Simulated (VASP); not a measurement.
Level of theory: PBE GGA, VASP's PBE PAW potentials (set 64) (plane waves; VASP).

Input for VASP

INCAR:
```
LASPH = .True.   ! aspherical one-centre terms
SYSTEM = SiO2
LWAVE = .False.
ENCUT = 620   ! plane-wave cut-off (eV)
LCHARG = .False.
LREAL = .False.   ! projection in real space or not
GGA = PE   ! PBE
EDIFFG = -0.02
EDIFF = 1E-6
SIGMA = 0.05
PSTRESS = 200   ! kbar
ISIF = 3   ! ions, shape and volume
IBRION = 2   ! conjugate gradients
ISMEAR = 0   ! Gaussian
NELM = 100   ! most electronic steps
NSW = 40
ALGO = Normal   ! blocked Davidson
PREC = Accurate
```

File KPOINTS:
```
Regular mesh
0
gamma
 5 5 8
0 0 0
```

### POSCAR
```
SiO2
1
    4.1716777613     0.0000000000     0.0000000000
    0.0000000000     4.1716777613     0.0000000000
    0.0000000000     0.0000000000     2.6755760102
Si O
2 4
Direct
  1.0000000000   0.0000000000   0.0000000000
  0.5000000000   0.5000000000   0.5000000000
  0.3053797900   0.3053797900   0.0000000000
  0.8053797900   0.1946202100   0.5000000000
  0.1946202100   0.8053797900   0.5000000000
  0.6946202100   0.6946202100   0.0000000000
```

POTCAR, in this order: Si O (PBE.64 set). Program: vasp_std.

Energy and stress use the plane-wave basis of the starting cell.

Problem. Estimate the energy per atom (σ→0), volume per atom, band gap (on the k-mesh).

Solution. 
```
Quantity                           Value
------------------------  --------------
energy per atom (σ→0)     -7.693 eV/atom
band gap (on the k-mesh)         6.04 eV
volume per atom             7.54 Å³/atom
```

File OSZICAR:
```
...
   6 F= -.40510725E+02 E0= -.40510725E+02  d E =-.288910E-02
       N       E                     dE             d eps       ncg     rms          rms(c)
DAV:   1    -0.461563075334E+02   -0.48651E-02   -0.28579E-02  1336   0.150E+00    0.141E-01
DAV:   2    -0.461560595721E+02    0.24796E-03   -0.49977E-04  1352   0.190E-01    0.710E-02
DAV:   3    -0.461559712789E+02    0.88293E-04   -0.12150E-04  1380   0.915E-02    0.183E-02
DAV:   4    -0.461559653964E+02    0.58825E-05   -0.24183E-05  1408   0.410E-02    0.496E-03
DAV:   5    -0.461559650331E+02    0.36329E-06   -0.19581E-06   724   0.113E-02
   7 F= -.40510906E+02 E0= -.40510906E+02  d E =-.181366E-03
```

The compound is SiO2 in the rutile structure, stishovite, a high-pressure form. This run relaxes it under an external pressure of 20 GPa. Symmetry was kept, so distortions that lower it aren't found.
